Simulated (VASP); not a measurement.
**CeNiAsO in VASP: the effect of starting spin order**

Crystal: CeNiAsO.

```xyz
8
Lattice="4.0145 0.0000 0.0000 0.0000 4.0145 0.0000 0.0000 0.0000 7.9072" Properties=species:S:1:pos:R:3 pbc="T T T"
Ce    2.0073    0.0000    1.2236
Ce    0.0000    2.0073    6.6837
As    2.0073    0.0000    5.1289
As    0.0000    2.0073    2.7783
Ni    2.0073    2.0073    3.9536
Ni    0.0000    0.0000    3.9536
O     2.0073    2.0073    0.0000
O     0.0000    0.0000    0.0000
```

The cell is a database's computed one.

Alike in all runs:

| Item | Value |
| --- | --- |
| Program | VASP 6.6.1 |
| Task | single point |
| Functional | LDA |
| Potentials or basis | VASP PAW LDA potentials, release 64 (Ce, As, Ni, O) |
| Cutoff | 520 eV |
| k mesh | 5 × 5 × 3 |
| Occupations | fermi-dirac, width 0.05 eV |
| Hubbard terms | Ce f U = 3 eV, Ni d U = 3 eV |

```tsv
starting spin order	energy over the lowest run (meV/atom)	pressure (GPa)	largest force (eV/Å)	final net moment (μB)	final largest site moment (μB)
ferromagnetic start, larger moments	0.0	-8.9	0.46	0.00	0.00
non-magnetic	0.0	-8.9	0.46	0.00	0.00
antiferromagnetic	?	?	?	?	?
```

**Question.** What does the run with starting spin order antiferromagnetic give?

**Answer.** Energy over the lowest run 2.8 meV/atom; pressure -7.8 GPa; largest force 0.54 eV/Å; final net moment 0.00 μB; final largest site moment 0.56 μB.

Caveats: the magnetic or orbital state may not be the lowest (some runs); the starting moments collapsed, and a magnetic state may lie lower (some runs); U without spin polarisation on a metal has little footing (some runs).
